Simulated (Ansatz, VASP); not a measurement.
# Cross-check of HfO2 between VASP and Ansatz

One calculation is typed for both programs; each brings its own data sets and cutoff. How far apart do they land?

Method: plane waves, with VASP 6.6.1 beside it; single point at PBE, in Ansatz 0.2.0.

### Step 1. Set-up

The structure is tetragonal, space group P4_2/nmc (No. 137). The conventional cell has a = 3.558 Å, b = 3.558 Å, c = 5.172 Å, α = 90.00°, β = 90.00°, γ = 90.00°. Nearest to Hf lie 8 O at 2.05 to 2.37 Å. Nearest to O lie 4 Hf at 2.05 to 2.37 Å. Farther neighbours and most contacts between anions are not listed.

### Step 2. VASP: single point, PBE

A single point gives forces, pressure and levels at one fixed geometry, so differences don't come from the geometry; what else differs is listed under the comparison.

Lines of VASP's logs that name or quote its potential files are left out, and so is its time.

INCAR reads:

```
SYSTEM = HfO2
PREC = Accurate
ENCUT = 520
EDIFF = 1E-06
NELM = 100
ISMEAR = -1
SIGMA = 0.05
LREAL = .FALSE.
ALGO = Normal
GGA = PE
LORBIT = 11
LWAVE = .FALSE.
LCHARG = .TRUE.
ISIF = 2
LELF = .TRUE.
LVHAR = .TRUE.
```

POSCAR reads:

```
HfO2
1.0
    3.5580193300      0.0000000000      0.0000000000
    0.0000000000      3.5580193300      0.0000000000
    0.0000000000      0.0000000000      5.1718612100
Hf O
2 4
Direct
    0.0000000000      0.0000000000      0.0000000000
    0.5000000000      0.5000000000      0.5000000000
    0.0000000000      0.5000000000      0.1972078800
    0.5000000000      0.0000000000      0.3027921200
    0.5000000000      0.0000000000      0.8027921200
    0.0000000000      0.5000000000      0.6972078800
```

KPOINTS reads:

```
Automatic mesh
0
Gamma
8 8 5
0 0 0
```

PAW data sets: Hf_pv and O (PBE family, release 64).

Started as:

```sh
$ mpirun -np 2 vasp_std
```

Numbers of over 12 decimals in the logs are rounded to 6 here.

The log of the run:

```text
[banner, memory and clock lines left out]
running    2 mpi-ranks, on    1 nodes
 distrk:  each k-point on    2 cores,    1 groups
 distr:  one band on    1 cores,    2 groups

 POSCAR found type information on POSCAR HfO
 POSCAR found :  2 types and       6 ions
 LDA part: xc-table for (Slater+PW92), standard interpolation
 POSCAR, INCAR and KPOINTS ok, starting setup
 FFT: planning ... GRIDC
 FFT: planning ... GRID_SOFT
 FFT: planning ... GRID
 WAVECAR not read
 entering main loop
       N       E                     dE             d eps       ncg     rms          rms(c)
DAV:   1     0.268874614399E+03    0.26887E+03   -0.25717E+04  2340   0.169E+03
DAV:   2    -0.588489945717E+02   -0.32772E+03   -0.32162E+03  3056   0.401E+02
DAV:   3    -0.716111349971E+02   -0.12762E+02   -0.12739E+02  2772   0.772E+01
DAV:   4    -0.717347726002E+02   -0.12364E+00   -0.12358E+00  3100   0.836E+00
DAV:   5    -0.717359062214E+02   -0.11336E-02   -0.11334E-02  2976   0.723E-01    0.748E+01
DAV:   6    -0.608232713428E+02    0.10913E+02   -0.62742E+01  2650   0.455E+01    0.629E+01
DAV:   7    -0.606929534949E+02    0.13032E+00   -0.24414E+00  3004   0.111E+01    0.365E+01
DAV:   8    -0.606802799032E+02    0.12674E-01   -0.22961E-01  2646   0.418E+00    0.592E+00
DAV:   9    -0.606659457921E+02    0.14334E-01   -0.69278E-02  2730   0.185E+00    0.241E+00
DAV:  10    -0.606653706103E+02    0.57518E-03   -0.82123E-03  2780   0.614E-01    0.175E-01
DAV:  11    -0.606654128519E+02   -0.42242E-04   -0.51217E-04  3002   0.159E-01    0.152E-01
DAV:  12    -0.606654428309E+02   -0.29979E-04   -0.49618E-05  2848   0.452E-02    0.119E-01
DAV:  13    -0.606654450283E+02   -0.21974E-05   -0.20017E-06  2348   0.988E-03    0.647E-03
DAV:  14    -0.606654453591E+02   -0.33074E-06   -0.32832E-07  1334   0.381E-03
   1 F= -.60665445E+02 E0= -.60665445E+02  d E =-.151756E-10
```

From OUTCAR (step 2):

```text
ion  position               nearest neighbor table
   1  0.000  0.000  0.000-   3 2.05   5 2.05   3 2.05   5 2.05   4 2.37   6 2.37   4 2.37   6 2.37
                             2 3.61   2 3.61   2 3.61   2 3.61   2 3.61   2 3.61   2 3.61   2 3.61
   2  0.500  0.500  0.500-   4 2.05   6 2.05   4 2.05   6 2.05   5 2.37   5 2.37   3 2.37   3 2.37
                             1 3.61   1 3.61   1 3.61   1 3.61   1 3.61   1 3.61   1 3.61   1 3.61
   3  0.000  0.500  0.197-   1 2.05   1 2.05   2 2.37   2 2.37
   4  0.500  0.000  0.303-   2 2.05   2 2.05   1 2.37   1 2.37
   5  0.500  0.000  0.803-   1 2.05   1 2.05   2 2.37   2 2.37
   6  0.000  0.500  0.697-   2 2.05   2 2.05   1 2.37   1 2.37

  LATTYP: Found a simple tetragonal cell.
 ALAT       =     3.5580193300
 C/A-ratio  =     1.4535787275

 Subroutine GETGRP returns: Found 16 space group operations
 (whereof  8 operations were pure point group operations)

The static configuration has the point symmetry D_2d.
 The point group associated with its full space group is D_4h.

 Found     45 irreducible k-points:

   k-points           NKPTS =     45   k-points in BZ     NKDIM =     45   number of bands    NBANDS=     26

   dimension x,y,z NGX =    28 NGY =   28 NGZ =   40
   dimension x,y,z NGXF=    56 NGYF=   56 NGZF=   80

   ENCUT  =  520.0 eV  38.22 Ry    6.18 a.u.   6.62  6.62  9.62*2*pi/ulx,y,z

   NELECT =      44.0000    total number of electrons

 k-points in reciprocal lattice and weights: Automatic mesh
   0.00000000  0.00000000  0.00000000       0.003
   0.12500000  0.00000000  0.00000000       0.013
   0.25000000  0.00000000  0.00000000       0.013
   0.37500000  0.00000000  0.00000000       0.013
   0.50000000  0.00000000  0.00000000       0.006
   0.12500000  0.12500000  0.00000000       0.013
   0.25000000  0.12500000  0.00000000       0.025
   0.37500000  0.12500000  0.00000000       0.025
   0.50000000  0.12500000  0.00000000       0.013
[...]
0.50000000  0.37500000  0.40000000       0.025
   0.50000000  0.50000000  0.40000000       0.006

 average (electrostatic) potential at core
       1 -37.2105       2 -37.2105       3 -69.7944       4 -69.7944       5 -69.7944
       6 -69.7944

 E-fermi :   4.6889

 k-point     1 :       0.0000    0.0000    0.0000
  band No.  band energies     occupation
    ...
     18       2.2192      2.00000
     19       2.8241      2.00000
     20       3.3964      2.00000
     21       3.4390      2.00000
     22       3.4390      2.00000
     23       8.2749      0.00000
     24       8.2768      0.00000
     25       9.5246      0.00000
     26       9.7317      0.00000

 k-point     2 :       0.1250    0.0000    0.0000
  band No.  band energies     occupation
    ...
     18       2.1037      2.00000
     19       2.8323      2.00000
     20       3.1381      2.00000
     21       3.3189      2.00000
     22       3.4298      2.00000
     23       8.4635      0.00000
     24       8.5525      0.00000
     25       9.4782      0.00000
     26       9.7258      0.00000

 k-point     3 :       0.2500    0.0000    0.0000
  band No.  band energies     occupation
    ...
     18       1.7033      2.00000
     19       2.4836      2.00000
     20       2.7670      2.00000
     21       3.2309      2.00000
     22       3.4766      2.00000
     23       8.7233      0.00000
     24       9.0968      0.00000
     25       9.1954      0.00000
     26       9.7226      0.00000

  Total        2.7821680      2.7821680      2.4562880      0.0000000      0.0000000      0.0000000
  in kB       68.0817104     68.0817104     60.1071854      0.0000000      0.0000000      0.0000000
  external PRESSURE =      65.4235354 kB  Pullay stress =       0.0000000 kB

  energy-cutoff  :      520.00
  volume of cell :       65.47
      direct lattice vectors                 reciprocal lattice vectors
     3.558019330  0.000000000  0.000000000     0.281055247  0.000000000  0.000000000
     0.000000000  3.558019330  0.000000000     0.000000000  0.281055247  0.000000000
     0.000000000  0.000000000  5.171861210     0.000000000  0.000000000  0.193353990

 POSITION                                       TOTAL-FORCE (eV/Angst)
 -----------------------------------------------------------------------------------
      0.00000      0.00000      0.00000        -0.000000      0.000000      0.000000
      1.77901      1.77901      2.58593         0.000000      0.000000      0.000000
      0.00000      1.77901      1.01993         0.000000      0.000000      0.099171
      1.77901      0.00000      1.56600        -0.000000      0.000000     -0.099171
      1.77901      0.00000      4.15193         0.000000      0.000000     -0.099171
      0.00000      1.77901      3.60586        -0.000000     -0.000000      0.099171
 -----------------------------------------------------------------------------------
    total drift:                                0.000000      0.000000      0.000000

  FREE ENERGIE OF THE ION-ELECTRON SYSTEM (eV)
  ---------------------------------------------------
  free  energy   TOTEN  =       -60.6654453591 eV

  energy  without entropy=      -60.6654453591  energy(sigma->0) =      -60.66544536

 total charge
# of ion       s       p       d       tot
------------------------------------------
    1        0.315   6.607   1.481   8.403
    2        0.315   6.607   1.481   8.403
    3        1.564   3.562   0.000   5.126
    4        1.564   3.562   0.000   5.126
    5        1.564   3.562   0.000   5.126
    6        1.564   3.562   0.000   5.126
--------------------------------------------------
tot          6.885  27.463   2.962  37.309

[... 3 further parts left out ...]
```

The gap is read on the k-mesh alone, so it is an upper bound where the band edges lie off the mesh. Harder data sets than Hf_pv exist (the GW ones), and pressures, volumes and forces can shift noticeably with them. At this level the cell is under a pressure of 6.5 GPa, so at these settings it is away from equilibrium.

### Step 3. Ansatz: single point, PBE

Ansatz runs on its default PAW (the set named soft_2) files.

The same cell, functional, mesh and smearing now go to Ansatz, which takes its cutoff from its data sets.

input.yaml reads:

```yaml
crystal:
  lattice:
    - [3.55801933, 0.0, 0.0]
    - [0.0, 3.55801933, 0.0]
    - [0.0, 0.0, 5.17186121]
  atoms:
    - { symbol: Hf, position: [0.0, 0.0, 0.0] }
    - { symbol: Hf, position: [0.5, 0.5, 0.5] }
    - { symbol: O, position: [0.0, 0.5, 0.19720788] }
    - { symbol: O, position: [0.5, 0.0, 0.30279212] }
    - { symbol: O, position: [0.5, 0.0, 0.80279212] }
    - { symbol: O, position: [0.0, 0.5, 0.69720788] }
hamiltonian:
  xc: pbe
  pseudopotentials: { kind: paw }
kpoints:
  mp_grid: { grid: [8, 8, 5] }
scf:
  occupations: { method: fermi_dirac, width: 0.05 }
  n_extra_bands: 5
output:
  forces: true
  stress: true
  eigenvalues: true
```

Started as:

```sh
$ ansatz run input.yaml --threads 4 --pin off --max-ram 9216MiB --backend cpu --events-out ev --progress --plain --runs-dir out
```

The log of the run:

```text
scf.n_extra_bands = 5 over 38 filled bands (N_el = 76.0): the run solves 43 bands
Engine: ansatz 0.2.0, x86_64-unknown-linux-gnu
Pseudopotentials: kind: paw
Pseudopotential: Hf, paw, valence charge 26, recommended cutoff 420 eV (normal), Hf.paw.azcp
Pseudopotential: O, paw, valence charge 6, recommended cutoff 420 eV (normal), O.paw.azcp
Functional definition: PBE
  parameter kappa = 0.804
  parameter beta = 0.066725
  exchange = pbe_x(kappa = kappa, mu = beta*pi^2/3)
  correlation = pbe_c(beta = beta)
Crystal: 6 atoms, lattice volume = 65.473 Å³
Basis set: ecut = 420 eV, 1277 PW (Γ), exchange–correlation on 48×48×72 points (8 copies of the dense FFT grid, shifted against one another)
Bands: 43, of which v1, the nominal top of the filled ones, is band 38 counted from 1 (37 counted from 0)
Symmetry: 16 space group operations
Space group: P42/nmc (ITA 137), of the structure as read, at distance tolerance 4.0e-5 Å
k-points: 45 of 320
Non-local potential: Hf, projectors of the file, l = 0: 3, l = 1: 2, l = 2: 2, l = 3: 3
Non-local potential: O, projectors of the file, l = 0: 2, l = 1: 2, l = 2: 1
PAW form: soft (Blöchl's): semilocal exchange-correlation on the pseudo side does not see the compensation charge
PAW one-centre angular grid: Hf, 590 points (default); XC on 64 Gauss nodes
PAW one-centre angular grid: O, 110 points (default); XC on 64 Gauss nodes
Initial density: superposition of atomic densities (neutral atoms: chi_scale 0, normalization atom), corrected by the library's trained network
Initial wavefunctions: pseudopotential atomic-orbital guess
Functional: x = pbe(κ = 0.804, μ = 0.219515), c = pbe(β = 0.066725)
SCF iter   1: F=—  HF=-33722.957474 eV  |F-HF|=—  |Δ(HF+E_count)|=         —  Δρ=3.41e-3  dr2=1.97e-3  ethr=1.77e-3  ⟨swp⟩=5.3  Hψ=6114  notcnv=0
preconditioner: auto → Resta (q_TF=auto, 2.797 Å⁻¹)  ε∞=6.0  [insulator: Δε(μ)=4.764 eV  Ē_g=17.440 eV  σ=0.050 eV  W_gap=1.00  n_scr=28 (ndim 8)  ℏωp=38.9 eV  f_vac=0.056  D(μ)=0.00/eV (n_scr^D=0)  ε∞_Penn≈6.0]
SCF iter   2: F=—  HF=-33722.958426 eV  |F-HF|=—  |Δ(HF+E_count)|=   9.52e-4  Δρ=1.84e-3  dr2=7.31e-4  ethr=2.60e-6  ⟨swp⟩=2.2  Hψ=3976  notcnv=0
SCF iter   3: F=—  HF=-33722.958874 eV  |F-HF|=—  |Δ(HF+E_count)|=   4.48e-4  Δρ=4.11e-4  dr2=9.58e-5  ethr=9.62e-7  ⟨swp⟩=2.0  Hψ=3240  notcnv=0
SCF iter   4: F=—  HF=-33722.958667 eV  |F-HF|=—  |Δ(HF+E_count)|=   2.07e-4  Δρ=1.66e-4  dr2=1.77e-5  ethr=1.26e-7  ⟨swp⟩=2.0  Hψ=3288  notcnv=0
SCF iter   5: F=—  HF=-33722.958676 eV  |F-HF|=—  |Δ(HF+E_count)|=   8.99e-6  Δρ=7.74e-5  dr2=4.54e-6  ethr=2.33e-8  ⟨swp⟩=2.3  Hψ=3454  notcnv=0
SCF iter   6: F=—  HF=-33722.958680 eV  |F-HF|=—  |Δ(HF+E_count)|=   3.25e-6  Δρ=2.96e-5  dr2=7.01e-7  ethr=5.98e-9  ⟨swp⟩=2.5  Hψ=3309  notcnv=0
SCF iter   7: F=—  HF=-33722.958680 eV  |F-HF|=—  |Δ(HF+E_count)|=   5.83e-7  Δρ=1.56e-5  dr2=1.04e-7  ethr=9.22e-10  ⟨swp⟩=2.0  Hψ=3195  notcnv=0
SCF iter   8: F=-33722.958680 eV  HF=-33722.958680 eV  |F-HF|=1.31e-9  |Δ(HF+E_count)|=   1.50e-7  Δρ=1.66e-6  dr2=1.31e-9  ethr=1.32e-10  ⟨swp⟩=8.7  Hψ=8470  notcnv=0
SCF 1 converged in 8 iterations: F = -33722.958680 eV  dr2 = 1.31e-9
  greatest PAW one-centre occupation: 0.999 electrons in one spin orbital (limit 2), on the Hf atom at site 1 (counted from 0), in its partial waves of l = 0
SCF converged after 8 iterations
Free energy (F): -33722.958680 eV
Harris-Foulkes:  -33722.958680 eV  (|F-HF|=1.31e-9)
Internal energy: -33722.958680 eV  (E = F + TS)
E sigma→0 (E₀):  -33722.958680 eV
Fermi energy:    17.654580 eV
--- Per-component energies (eV) ---
  E_band       = 100.383739
  E_kinetic    = 1549.262082
  E_local      = -11583.078915  (includes V_loc(G=0)·N_el)
  E_nonlocal   = -2293.293772
  E_hartree    = 5316.548581
  E_xc         = -897.071297
  E_vxc        = -911.654908  (∫ρ·V_xc dr)
  E_paw        = -14487.566461  (= ΣΔE_a)
  E_vpaw       = 2706.044496  (= ΣTr[D̂ρ^β])
  E_aug_tail   = 0.010097  (compensation charges beyond the density's cutoff)
  E_ewald      = -11327.768996
  E_smearing   = -0.000000  (= −TS)
  E_closure    = 0.000000  (closes the sum)
  Σ components = -33722.958680   (vs F -33722.958680, Δ=0.00e0)
--- Forces (eV/Å), atoms counted from 1 ---
  atom   1  Hf     0.00000000     0.00000000     0.00000000
  atom   2  Hf     0.00000000     0.00000000    -0.00000000
  atom   3  O      0.00000000     0.00000000     0.14021876
  atom   4  O      0.00000000     0.00000000    -0.14021876
  atom   5  O      0.00000000     0.00000000    -0.14021876
  atom   6  O      0.00000000     0.00000000     0.14021876
  max |Σ_I F_I| component: 0.00e0 eV/Å
--- Stress (GPa, compression-positive) ---
       10.310456       0.000000       0.000000
        0.000000      10.310456       0.000000
        0.000000       0.000000       9.393230
  P = ⅓ Tr σ = 10.0047 GPa (100.047 kbar)
--- Band table (eV; the first three rows and the last of 45) ---
  k-point 0: bands = [... 34 lower, 14.5269, 15.0831, 15.1360, 15.1360, 19.9761, 19.9918, 21.2264, 21.4489, ... 1 higher]
  k-point 1: bands = [... 34 lower, 14.1865, 14.4926, 15.1604, 15.1604, 20.1085, 20.1897, 21.2242, 21.2804, ... 1 higher]
  k-point 2: bands = [... 34 lower, 14.5257, 14.5257, 15.1986, 15.1986, 20.4322, 20.7017, 20.8756, 21.1345, ... 1 higher]
  k-point 44: bands = [... 34 lower, 13.7911, 13.7911, 15.1658, 15.1658, 21.2155, 21.2155, 21.5365, 21.5365, ... 1 higher]
```

Wall time 3.4 s (4 threads of Intel Xeon Platinum 8488C (Sapphire Rapids), shared host); peak memory 0.48 GiB.

The run ends at a pressure of 10.00 GPa, with forces up to 0.14 eV/Å.

### Step 4. Comparison

Known differences besides the potentials themselves: the data sets hold 76 valence electrons in Ansatz (default PAW (the set named soft_2) files) and 44 in VASP; the cutoff is 420 eV in Ansatz and 520 eV in VASP; VASP leaves aspherical gradient terms in its spheres out (LASPH is not set), Ansatz keeps them. Total energies have different zeros and are not compared.

Both answers:

```
                                        quantity  Ansatz   VASP  difference
                                  pressure (GPa)   10.00   6.54       +3.46
pressure without Ansatz's Pulay correction (GPa)    9.21   6.54       +2.67
                          gap on the k mesh (eV)   4.777  4.765      +0.013
```

Forces (eV/Å; atoms numbered as in POSCAR):

```
atom        Ansatz x, y, z          VASP x, y, z
 Hf1   0.000, 0.000, 0.000   0.000, 0.000, 0.000
 Hf2   0.000, 0.000, 0.000   0.000, 0.000, 0.000
  O3   0.000, 0.000, 0.140   0.000, 0.000, 0.099
  O4  0.000, 0.000, -0.140  0.000, 0.000, -0.099
  O5  0.000, 0.000, -0.140  0.000, 0.000, -0.099
  O6   0.000, 0.000, 0.140   0.000, 0.000, 0.099
```

The forces differ by 19 meV/Å r.m.s., which is 41.4 % of the r.m.s. force of 0.05 eV/Å (both taken over all components). A gap on the mesh is an upper bound, since the band edges may lie between its points; neither run holds spin-orbit coupling, which can move the band edges of a compound of Hf. Ansatz's pressure holds a Pulay correction of 0.80 GPa; VASP's holds none.

### Step 5. What the set-up changes

Further runs change the set-up of one program: Ansatz's method, potentials or start, or VASP's data sets, cutoff or form of LDA. The table gives Ansatz less VASP for each quantity, since a change that brings one quantity closer may part another.

```
                                        run  r.m.s. force difference (meV/Å)  pressure (GPa)  gap on the k mesh (eV)  pressure without Ansatz's Pulay correction (GPa)
                                   as above                               19             3.5                   0.013                                               2.7
    Ansatz's larger PAW set (cutoff 900 eV)                               19             3.5                  0.0053                                               3.5
norm-conserving potentials (cutoff 1240 eV)                               19             3.4                  0.0092                                               3.4
```

### Step 6. Outcome

```
r.m.s. force difference (single point, PBE) : 19 meV/Å
difference in pressure (single point, PBE)  : 3.5 GPa
```

The difference in pressure is 3.5 GPa (single point, PBE), beyond the 1 GPa picked in this series as the mark of a large difference. By the marks of this series, far apart in the single point, PBE pair: the r.m.s. force difference, 19 meV/Å and the difference in pressure, 3.5 GPa. Single point, PBE, Ansatz's larger PAW set (cutoff 900 eV): the difference in gap on the k mesh goes from 0.013 to 0.0053 eV; the difference in pressure without Ansatz's Pulay correction goes from 2.7 to 3.5 GPa. Single point, PBE, norm-conserving potentials (cutoff 1240 eV): the difference in gap on the k mesh goes from 0.013 to 0.0092 eV; the difference in pressure without Ansatz's Pulay correction goes from 2.7 to 3.4 GPa. How closely two codes agree says nothing of how well the functional describes the real material.

[Lines on the potential files, build, host, timing and source positions are cut from VASP's logs without a mark.]

[Logs are printed without paths, hosts, clocks, repeated set-up lines and the standing remarks that a program may print on its own settings, such as how far it seeks lower states.]

[Hosts, paths, dates, database ids (printed as entryN), source tags and the programs' standing remarks are cut or masked in the printed files.]
